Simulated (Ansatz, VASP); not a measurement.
## AlAu (Al-Au-Au-Al stack, (111) layers): VASP beside Ansatz

Wanted: the spread between two codes on one cell, functional and k mesh. The cell is taken from a series of runs on this material, whose earlier steps may have relaxed, scaled, displaced or heated it; both programs get it as it stands.

Method: plane waves, with VASP 6.6.1 beside it; LDA, in Ansatz 0.2.0.

**1. The starting structure**

The cell holds 4 atoms: 2 Al and 2 Au. Cell: a = 2.814 Å, b = 2.814 Å, c = 37.934 Å, α = 90.0°, β = 90.0°, γ = 120.0°. It derives from AlAu. Vacuum lies along c.

**2. VASP: zone-centre phonons, LDA**

Second derivatives magnify differences that forces hide, and they need a tight electronic threshold.

Lines of VASP's logs that name or quote its potential files are left out, and so is its time.

Contents of INCAR:

```
SYSTEM = AlAu
PREC = Accurate
ENCUT = 500
EDIFF = 1E-08
NELM = 120
ISMEAR = 1
SIGMA = 0.2
LREAL = .FALSE.
ALGO = Normal
GGA = PW92
NBANDS = 20
LASPH = .TRUE.
LORBIT = 11
LWAVE = .FALSE.
LCHARG = .FALSE.
ISIF = 2
IBRION = 8
GGA_COMPAT = .FALSE.
NELMDL = -8
```

Contents of POSCAR:

```
AlAu
1.0
    2.8141293987      0.0000000000      0.0000000000
   -1.4070646993      2.4371075488      0.0000000000
    0.0000000000      0.0000000000     37.9335366104
Al Au
2 2
Direct
    0.0000000000      0.0000000000      0.1473073781
    0.0000000000      0.0000000000      0.3289669589
    0.3333333333      0.6666666667      0.2050128382
    0.6666666667      0.3333333333      0.2712614988
```

Contents of KPOINTS:

```
Automatic mesh
0
Gamma
9 9 1
0 0 0
```

PAW data sets: Al and Au (LDA family, release 64).

Launch:

```sh
$ mpirun -np 1 vasp_std
```

Numbers of over 12 decimals in the logs are rounded to 6 here.

Output:

```text
[banner, memory and clock lines left out]
running    1 mpi-ranks, on    1 nodes
 distrk:  each k-point on    1 cores,    1 groups
 distr:  one band on    1 cores,    1 groups

 POSCAR found type information on POSCAR AlAu
 POSCAR found :  2 types and       4 ions
|                                                                             |
|               ----> ADVICE to this user running VASP <----                  |
|                                                                             |
|     You enforced a specific xc type in the INCAR file but a different       |
|     [... a line on the potential file left out ...]
|     I HOPE YOU KNOW WHAT YOU ARE DOING!                                     |
|                                                                             |

 LDA part: xc-table for (Slater(with rela. corr.)+PW92), standard interpolation
 POSCAR, INCAR and KPOINTS ok, starting setup
 FFT: planning ... GRIDC
 FFT: planning ... GRID_SOFT
 FFT: planning ... GRID
 WAVECAR not read
 entering main loop
       N       E                     dE             d eps       ncg     rms          rms(c)
DAV:   1     0.175265945847E+03    0.17527E+03   -0.98607E+03   480   0.102E+03
DAV:   2    -0.928933554476E+01   -0.18456E+03   -0.17394E+03   692   0.197E+02
DAV:   3    -0.188019588057E+02   -0.95126E+01   -0.93175E+01   560   0.496E+01
DAV:   4    -0.189982858793E+02   -0.19633E+00   -0.19612E+00   660   0.772E+00
DAV:   5    -0.190020594908E+02   -0.37736E-02   -0.37733E-02   644   0.975E-01
DAV:   6    -0.190021834247E+02   -0.12393E-03   -0.12393E-03   724   0.158E-01
DAV:   7    -0.190021868842E+02   -0.34595E-05   -0.34594E-05   644   0.173E-02
DAV:   8    -0.190021870849E+02   -0.20068E-06   -0.20075E-06   748   0.316E-03    0.144E+01
DAV:   9    -0.176214584757E+02    0.13807E+01   -0.20908E+01   536   0.311E+01    0.137E+01
DAV:  10    -0.170133257512E+02    0.60813E+00   -0.30373E+00   516   0.997E+00    0.745E+00
DAV:  11    -0.169373355944E+02    0.75990E-01   -0.31924E-01   628   0.251E+00    0.151E+00
DAV:  12    -0.169309594230E+02    0.63762E-02   -0.34012E-02   600   0.125E+00    0.283E-01
DAV:  13    -0.169295345100E+02    0.14249E-02   -0.45143E-03   600   0.454E-01    0.658E-02
DAV:  14    -0.169292732273E+02    0.26128E-03   -0.57234E-04   624   0.112E-01    0.407E-02
[...]
DAV:  23    -0.169302327699E+02   -0.58802E-05   -0.33581E-07   508   0.150E-03    0.226E-04
DAV:  24    -0.169302345507E+02   -0.17808E-05   -0.25643E-08   468   0.439E-04    0.182E-04
DAV:  25    -0.169302355573E+02   -0.10066E-05   -0.31607E-08   428   0.311E-04    0.624E-05
DAV:  26    -0.169302360584E+02   -0.50107E-06   -0.34176E-09   400   0.146E-04    0.484E-05
DAV:  27    -0.169302362222E+02   -0.16382E-06   -0.62186E-10   368   0.781E-05    0.185E-05
DAV:  28    -0.169302363065E+02   -0.84364E-07   -0.48363E-10   372   0.706E-05    0.124E-05
DAV:  29    -0.169302363231E+02   -0.16508E-07   -0.26319E-11   392   0.448E-05    0.581E-06
DAV:  30    -0.169302363274E+02   -0.43742E-08    0.29422E-11   360   0.186E-05
   1 F= -.16930236E+02 E0= -.16926864E+02  d E =-.101158E-01
 Linear response reoptimize wavefunctions to high precision
DAV:   1    -0.169302363296E+02   -0.21600E-08    0.46916E-11   384   0.134E-05
DAV:   2    -0.169302363295E+02    0.11278E-09    0.53915E-11   308   0.747E-06
DAV:   3    -0.169302363294E+02    0.32742E-10    0.45936E-11   320   0.590E-06
 Linear response DOF=           4
 Linear response progress:
  Degree of freedom:   1/  4
       N       E                     dE             d eps       ncg     rms          rms(c)
RMM:   1    -0.288606272360E-02   -0.28861E-02   -0.27369E-03  2982   0.311E-01
RMM:   2    -0.278242805788E-02    0.10363E-03   -0.56938E-05  2501   0.447E-02    0.394E-02
RMM:   3    -0.270304040950E-02    0.79388E-04   -0.80193E-06  2659   0.145E-02    0.232E-02
RMM:   4    -0.264739655324E-02    0.55644E-04   -0.11987E-05  2744   0.154E-02    0.140E-03
RMM:   5    -0.264666154456E-02    0.73501E-06   -0.21314E-07  2791   0.277E-03    0.759E-04
RMM:   6    -0.264654097755E-02    0.12057E-06   -0.62153E-08  2841   0.113E-03    0.175E-03
RMM:   7    -0.264609898161E-02    0.44200E-06   -0.38730E-08  2818   0.893E-04    0.147E-04
RMM:   8    -0.264604877992E-02    0.50202E-07   -0.46370E-09  2842   0.225E-04    0.562E-05
RMM:   9    -0.264597204940E-02    0.76731E-07   -0.27657E-09  2838   0.698E-05    0.120E-05
RMM:  10    -0.264596205670E-02    0.99927E-08   -0.91951E-10  2902   0.197E-05    0.693E-06
 first order change of Fermi-energy   0.31114E-04
 force on displaced ion       1 direction 1 :  -0.540  -0.001   0.000
 Linear response progress:
  Degree of freedom:   2/  4
       N       E                     dE             d eps       ncg     rms          rms(c)
RMM:   1    -0.239678950896E-01   -0.23968E-01   -0.27022E-03  1320   0.684E-01
RMM:   2    -0.207257569251E-01    0.32421E-02   -0.68196E-04   760   0.145E-01    0.105E-01
RMM:   3    -0.206855517075E-01    0.40205E-04   -0.47170E-04   806   0.974E-02    0.700E-02
RMM:   4    -0.207423275722E-01   -0.56776E-04   -0.37760E-05   814   0.294E-02    0.336E-02
RMM:   5    -0.210467258258E-01   -0.30440E-03   -0.15016E-04   889   0.457E-02    0.758E-02
RMM:   6    -0.206989541019E-01    0.34777E-03   -0.71259E-05   879   0.366E-02    0.135E-02
RMM:   7    -0.206934230008E-01    0.55311E-05    0.44848E-09   816   0.879E-03    0.301E-03
RMM:   8    -0.206934786613E-01   -0.55661E-07    0.12382E-06   833   0.279E-03    0.102E-03
RMM:   9    -0.206961454211E-01   -0.26668E-05   -0.46021E-08   817   0.112E-03    0.509E-04
RMM:  10    -0.206970575142E-01   -0.91209E-06    0.25179E-07   851   0.468E-04    0.256E-04
RMM:  11    -0.206994011121E-01   -0.23436E-05    0.13104E-07   851   0.618E-04    0.166E-04
RMM:  12    -0.207002983163E-01   -0.89720E-06   -0.10693E-07   869   0.328E-04    0.738E-05
RMM:  13    -0.207005823879E-01   -0.28407E-06   -0.96965E-08   864   0.172E-04    0.546E-05
RMM:  14    -0.207007152019E-01   -0.13281E-06   -0.12739E-07   873   0.192E-04    0.260E-05
RMM:  15    -0.207007674978E-01   -0.52296E-07   -0.13081E-07   878   0.913E-05    0.145E-05
RMM:  16    -0.207007965362E-01   -0.29038E-07   -0.30696E-08   877   0.643E-05    0.756E-06
RMM:  17    -0.207008012283E-01   -0.46921E-08   -0.35431E-08   879   0.544E-05    0.428E-06
 first order change of Fermi-energy  -0.24072E+00
 force on displaced ion       1 direction 3 :  -0.000   0.000  -3.904
 Linear response progress:
  Degree of freedom:   3/  4
       N       E                     dE             d eps       ncg     rms          rms(c)
RMM:   1    -0.269477655290E+00   -0.26948E+00   -0.24316E-01  2764   0.352E+00
RMM:   2    -0.268104869800E+00    0.13728E-02   -0.30283E-03  2476   0.373E-01    0.100E-01
RMM:   3    -0.267456912307E+00    0.64796E-03   -0.44582E-04  2591   0.119E-01    0.475E-02
RMM:   4    -0.267133315378E+00    0.32360E-03   -0.39813E-04  2668   0.107E-01    0.115E-02
RMM:   5    -0.267084541917E+00    0.48773E-04   -0.16281E-05  2740   0.263E-02    0.717E-03
RMM:   6    -0.267070952072E+00    0.13590E-04   -0.31645E-06  2841   0.704E-03    0.898E-03
RMM:   7    -0.267040306491E+00    0.30646E-04   -0.29327E-06  2803   0.917E-03    0.935E-04
RMM:   8    -0.267032279382E+00    0.80271E-05   -0.40033E-07  2821   0.181E-03    0.324E-04
RMM:   9    -0.267028533765E+00    0.37456E-05   -0.12985E-07  2872   0.574E-04    0.494E-05
RMM:  10    -0.267028413060E+00    0.12070E-06    0.28462E-07  2888   0.188E-04    0.170E-05
RMM:  11    -0.267028443702E+00   -0.30642E-07   -0.10784E-07  2895   0.107E-04    0.114E-05
RMM:  12    -0.267028436691E+00    0.70107E-08   -0.58694E-08  2884   0.822E-05    0.549E-06
 first order change of Fermi-energy   0.37026E-04
 force on displaced ion       3 direction 1 :  -0.673   0.000  -0.001
 Linear response progress:
  Degree of freedom:   4/  4
       N       E                     dE             d eps       ncg     rms          rms(c)
RMM:   1    -0.366577799620E+00   -0.36658E+00   -0.27714E-01   839   0.364E+00
RMM:   2    -0.359672041354E+00    0.69058E-02   -0.44564E-03   745   0.429E-01    0.138E-01
RMM:   3    -0.359442607578E+00    0.22943E-03   -0.65403E-04   786   0.143E-01    0.922E-02
RMM:   4    -0.359602202697E+00   -0.15960E-03   -0.12499E-04   826   0.635E-02    0.474E-02
RMM:   5    -0.360426862069E+00   -0.82466E-03   -0.42012E-04   886   0.821E-02    0.132E-01
RMM:   6    -0.359599171953E+00    0.82769E-03   -0.17358E-04   875   0.509E-02    0.906E-03
RMM:   7    -0.359578986229E+00    0.20186E-04   -0.59777E-06   822   0.137E-02    0.422E-03
RMM:   8    -0.359569776417E+00    0.92098E-05   -0.59335E-07   831   0.438E-03    0.107E-03
RMM:   9    -0.359559196742E+00    0.10580E-04   -0.47648E-08   838   0.120E-03    0.546E-04
RMM:  10    -0.359553720145E+00    0.54766E-05   -0.31934E-08   826   0.533E-04    0.187E-04
RMM:  11    -0.359552778289E+00    0.94186E-06   -0.62875E-08   851   0.315E-04    0.103E-04
RMM:  12    -0.359553067363E+00   -0.28907E-06   -0.78793E-08   846   0.236E-04    0.625E-05
RMM:  13    -0.359553274722E+00   -0.20736E-06   -0.12338E-07   857   0.230E-04    0.264E-05
RMM:  14    -0.359553313399E+00   -0.38677E-07   -0.13300E-07   878   0.158E-04    0.125E-05
RMM:  15    -0.359553260493E+00    0.52906E-07   -0.11727E-07   861   0.101E-04    0.919E-06
RMM:  16    -0.359553283312E+00   -0.22820E-07   -0.85484E-08   881   0.121E-04    0.344E-06
RMM:  17    -0.359553278321E+00    0.49917E-08   -0.74910E-08   807   0.920E-05    0.251E-06
 first order change of Fermi-energy   0.32343E+00
 force on displaced ion       3 direction 3 :   0.000   0.000  -6.212
 Linear response finished
```

Parts of OUTCAR (step 2):

```text
ion  position               nearest neighbor table
   1  0.000  0.000  0.147-   3 2.73   3 2.73   3 2.73
   2  0.000  0.000  0.329-   4 2.73   4 2.73   4 2.73
   3  0.333  0.667  0.205-   1 2.73   1 2.73   1 2.73   4 2.99   4 2.99   4 2.99
   4  0.667  0.333  0.271-   2 2.73   2 2.73   2 2.73   3 2.99   3 2.99   3 2.99

  LATTYP: Found a hexagonal cell.
 ALAT       =     2.8141293987
 C/A-ratio  =    13.4796703478

 Subroutine GETGRP returns: Found 12 space group operations
 (whereof  6 operations were pure point group operations)

The static configuration has the point symmetry C_3v.
 The point group associated with its full space group is D_3d.

 Found     12 irreducible k-points:

   k-points           NKPTS =     12   k-points in BZ     NKDIM =     12   number of bands    NBANDS=     20

   dimension x,y,z NGX =    24 NGY =   24 NGZ =  280
   dimension x,y,z NGXF=    48 NGYF=   48 NGZF=  560

   ENCUT  =  500.0 eV  36.75 Ry    6.06 a.u.   5.13  5.13 69.16*2*pi/ulx,y,z

   NELECT =      28.0000    total number of electrons

 k-points in reciprocal lattice and weights: Automatic mesh
   0.00000000  0.00000000  0.00000000       0.012
   0.11111111 -0.00000000  0.00000000       0.074
   0.22222222 -0.00000000  0.00000000       0.074
   0.33333333  0.00000000  0.00000000       0.074
   0.44444444 -0.00000000  0.00000000       0.074
   0.11111111  0.11111111  0.00000000       0.074
   0.22222222  0.11111111  0.00000000       0.148
   0.33333333  0.11111111  0.00000000       0.148
   0.44444444  0.11111111  0.00000000       0.074
   0.22222222  0.22222222  0.00000000       0.074
   0.33333333  0.22222222  0.00000000       0.148
   0.33333333  0.33333333  0.00000000       0.025

 average (electrostatic) potential at core
       1 -79.8412       2 -79.8412       3 -75.2367       4 -75.2367

  Total       -0.0033245     -0.0033245      0.3718707     -0.0000000      0.0000000      0.0000000
  in kB       -0.0204734     -0.0204734      2.2901314     -0.0000000      0.0000000      0.0000000
  external PRESSURE =       0.7497282 kB  Pullay stress =       0.0000000 kB

  energy-cutoff  :      500.00
  volume of cell :      260.16
      direct lattice vectors                 reciprocal lattice vectors
     2.814129399  0.000000000  0.000000000     0.355349687  0.205161237  0.000000000
    -1.407064699  2.437107549  0.000000000     0.000000000  0.410322474  0.000000000
     0.000000000  0.000000000 37.933536610     0.000000000  0.000000000  0.026361897

 POSITION                                       TOTAL-FORCE (eV/Angst)
 -----------------------------------------------------------------------------------
      0.00000      0.00000      5.58789         0.000000      0.000000     -0.055719
      0.00000      0.00000     12.47888        -0.000000      0.000000      0.055719
     -0.00000      1.62474      7.77686         0.000000     -0.000000     -0.005119
      1.40706      0.81237     10.28991        -0.000000      0.000000      0.005119
 -----------------------------------------------------------------------------------
    total drift:                                0.000000      0.000000     -0.000046

 Eigenvectors and eigenvalues of the dynamical matrix
 ----------------------------------------------------

   1 f  =    6.330253 THz    39.774152 2PiTHz  211.154508 cm-1    26.179811 meV
             X         Y         Z           dx          dy          dz
      0.000000  0.000000  5.587890     0.000000   -0.000000    0.663114
      0.000000  0.000000 12.478880    -0.000000    0.000000    0.663114
     -0.000000  1.624738  7.776862    -0.000000    0.000000   -0.245519
      1.407065  0.812369 10.289908     0.000000   -0.000000   -0.245519

   2 f  =    6.296937 THz    39.564822 2PiTHz  210.043208 cm-1    26.042027 meV
             X         Y         Z           dx          dy          dz
      0.000000  0.000000  5.587890     0.000000   -0.000000    0.661386
      0.000000  0.000000 12.478880    -0.000000   -0.000000   -0.661386
     -0.000000  1.624738  7.776862    -0.000000   -0.000000   -0.250137
      1.407065  0.812369 10.289908     0.000000    0.000000    0.250137

   3 f  =    2.535351 THz    15.930078 2PiTHz   84.570197 cm-1    10.485363 meV
             X         Y         Z           dx          dy          dz
      0.000000  0.000000  5.587890    -0.000000    0.000000    0.250137
      0.000000  0.000000 12.478880     0.000000   -0.000000   -0.250137
     -0.000000  1.624738  7.776862     0.000000   -0.000000    0.661386
      1.407065  0.812369 10.289908    -0.000000    0.000000   -0.661386

   4 f  =    2.366479 THz    14.869023 2PiTHz   78.937228 cm-1     9.786965 meV
             X         Y         Z           dx          dy          dz
      0.000000  0.000000  5.587890    -0.515453   -0.415777    0.000000
      0.000000  0.000000 12.478880     0.515453    0.415777   -0.000000
     -0.000000  1.624738  7.776862     0.192926    0.155618    0.000000
      1.407065  0.812369 10.289908    -0.192926   -0.155618   -0.000000

   5 f  =    2.366479 THz    14.869023 2PiTHz   78.937228 cm-1     9.786965 meV
             X         Y         Z           dx          dy          dz
      0.000000  0.000000  5.587890    -0.415777    0.515453   -0.000000
      0.000000  0.000000 12.478880     0.415777   -0.515453    0.000000
     -0.000000  1.624738  7.776862     0.155618   -0.192926   -0.000000
      1.407065  0.812369 10.289908    -0.155618    0.192926    0.000000

   6 f  =    2.339071 THz    14.696819 2PiTHz   78.023026 cm-1     9.673618 meV
             X         Y         Z           dx          dy          dz
      0.000000  0.000000  5.587890    -0.516688   -0.416768   -0.000000
      0.000000  0.000000 12.478880    -0.516688   -0.416768    0.000000
     -0.000000  1.624738  7.776862     0.189602    0.152936   -0.000000
      1.407065  0.812369 10.289908     0.189602    0.152936    0.000000

   7 f  =    2.339071 THz    14.696819 2PiTHz   78.023026 cm-1     9.673618 meV
             X         Y         Z           dx          dy          dz
      0.000000  0.000000  5.587890     0.416768   -0.516688   -0.000000
      0.000000  0.000000 12.478880     0.416768   -0.516688    0.000000
     -0.000000  1.624738  7.776862    -0.152936    0.189602    0.000000
      1.407065  0.812369 10.289908    -0.152936    0.189602    0.000000

   8 f  =    0.615176 THz     3.865263 2PiTHz   20.520053 cm-1     2.544161 meV
             X         Y         Z           dx          dy          dz
      0.000000  0.000000  5.587890    -0.192913   -0.155634   -0.000000
      0.000000  0.000000 12.478880     0.192913    0.155634   -0.000000
     -0.000000  1.624738  7.776862    -0.515420   -0.415818   -0.000000
      1.407065  0.812369 10.289908     0.515420    0.415818   -0.000000

   9 f  =    0.615176 THz     3.865263 2PiTHz   20.520053 cm-1     2.544161 meV
             X         Y         Z           dx          dy          dz
      0.000000  0.000000  5.587890    -0.155634    0.192913    0.000000
      0.000000  0.000000 12.478880     0.155634   -0.192913   -0.000000
     -0.000000  1.624738  7.776862    -0.415818    0.515420    0.000000
      1.407065  0.812369 10.289908     0.415818   -0.515420   -0.000000

  10 f/i=    0.000776 THz     0.004873 2PiTHz    0.025870 cm-1     0.003207 meV
             X         Y         Z           dx          dy          dz
      0.000000  0.000000  5.587890     0.000000    0.000000   -0.245519
      0.000000  0.000000 12.478880     0.000000    0.000000   -0.245519
     -0.000000  1.624738  7.776862     0.000000    0.000000   -0.663114
      1.407065  0.812369 10.289908     0.000000    0.000000   -0.663114

  11 f/i=    0.006500 THz     0.040840 2PiTHz    0.216812 cm-1     0.026881 meV
             X         Y         Z           dx          dy          dz
      0.000000  0.000000  5.587890    -0.066827    0.234248    0.000000
      0.000000  0.000000 12.478880    -0.066827    0.234248    0.000000
     -0.000000  1.624738  7.776862    -0.182111    0.638355    0.000000
      1.407065  0.812369 10.289908    -0.182111    0.638355    0.000000

  12 f/i=    0.006500 THz     0.040840 2PiTHz    0.216812 cm-1     0.026881 meV
             X         Y         Z           dx          dy          dz
      0.000000  0.000000  5.587890     0.234248    0.066827    0.000000
      0.000000  0.000000 12.478880     0.234248    0.066827    0.000000
     -0.000000  1.624738  7.776862     0.638355    0.182111    0.000000
      1.407065  0.812369 10.289908     0.638355    0.182111    0.000000

 ELASTIC MODULI CONTR FROM IONIC RELAXATION (kBar)
 Direction    XX          YY          ZZ          XY          YZ          ZX
 --------------------------------------------------------------------------------
 XX        -144.0393   -134.4526   -230.6936     -0.0000     -4.3888     -0.0000
 YY        -134.4526   -144.0393   -230.6936     -0.0000      4.3888      0.0000
 ZZ        -230.6936   -230.6936   -382.4172     -0.0000     -0.0000      0.0000
 XY          -0.0000     -0.0000     -0.0000     -4.7933      0.0000    -12.6963
 YZ          -4.3888      4.3888     -0.0000      0.0000    -74.6154     -0.0000
 ZX          -0.0000      0.0000      0.0000    -12.6963     -0.0000    -50.5506
 --------------------------------------------------------------------------------
```

(Part 1 of 2 ends here.)

[Lines on the potential files, build, host, timing and source positions are cut from VASP's logs without a mark.]

[Logs are printed without paths, hosts, clocks, repeated set-up lines and the standing remarks that a program may print on its own settings, such as how far it seeks lower states.]

[Hosts, paths, dates, database ids (printed as entryN), source tags and the programs' standing remarks are cut or masked in the printed files.]
